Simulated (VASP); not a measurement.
The system is Zr3B2.

```
Zr B
1.0
     3.61075    0.00000    0.00000
     0.00000    3.61075    0.00000
     0.00000    0.00000    3.61075
Zr B
3 2
Direct
  0.50000 0.00000 0.00000
  0.00000 0.50000 0.00000
  0.00000 0.00000 0.50000
  0.50000 0.50000 0.50000
  0.00000 0.00000 0.00000
```

The cell was built by a generator and needn't be a form met in nature.

| Quantity | Value |
| --- | --- |
| Program | VASP 6.6.1 |
| Task | relaxation of cell and atoms |
| Functional | PBE |
| Potentials or basis | VASP PAW PBE potentials, release 64 (Zr_sv, B) |
| Cutoff | 600 eV |
| k mesh | 7 × 7 × 7 |
| Occupations | methfessel-paxton, width 0.1 eV |
| Spin | no spin polarisation |

At the start: pressure 227.4 GPa; volume 9.42 Å³/atom.

**Question.** How do energy, volume and symmetry change on relaxing?

**Answer.** Over 10 steps the energy falls by 3905.2 meV/atom and the volume is 18.06 Å³/atom (+91.9 %); space group Pm-3m (No. 221, to 0.05 Å).

The path:
| step | energy change (eV) | largest force (eV/Å) | pressure (GPa) | volume (Å³) |
| --- | --- | --- | --- | --- |
| 1 | 0.0000 | 0.0000 | 227.36 | 47.08 |
| 2 | 103.6817 | 0.0000 | 13.06 | 209.38 |
| 3 | 24.7518 | 0.0000 | -17.34 | 305.72 |
| 4 | -2.0815 | 0.0000 | -18.63 | 239.46 |
| 5 | -4.4133 | 0.0000 | -18.49 | 220.49 |
| 6 | -5.1784 | 0.0000 | -18.63 | 214.34 |
| 7 | -19.4842 | 0.0000 | -4.01 | 93.55 |
| 8 | -19.5256 | 0.0000 | 0.23 | 90.15 |
| 9 | -19.5256 | 0.0000 | -0.22 | 90.49 |
| 10 | -19.5258 | 0.0000 | 0.00 | 90.32 |

Final structure:
```yaml
crystal:
  lattice:
    - [4.48667, 0.00000, 0.00000]
    - [0.00000, 4.48667, 0.00000]
    - [0.00000, 0.00000, 4.48667]
  atoms:
    - { symbol: Zr, position: [0.50000, 0.00000, 0.00000] }
    - { symbol: Zr, position: [0.00000, 0.50000, 0.00000] }
    - { symbol: Zr, position: [0.00000, 0.00000, 0.50000] }
    - { symbol: B, position: [0.50000, 0.50000, 0.50000] }
    - { symbol: B, position: [0.00000, 0.00000, 0.00000] }
```

Caveat: the volume moved by over 15 % at a fixed basis, so the end points are rough.
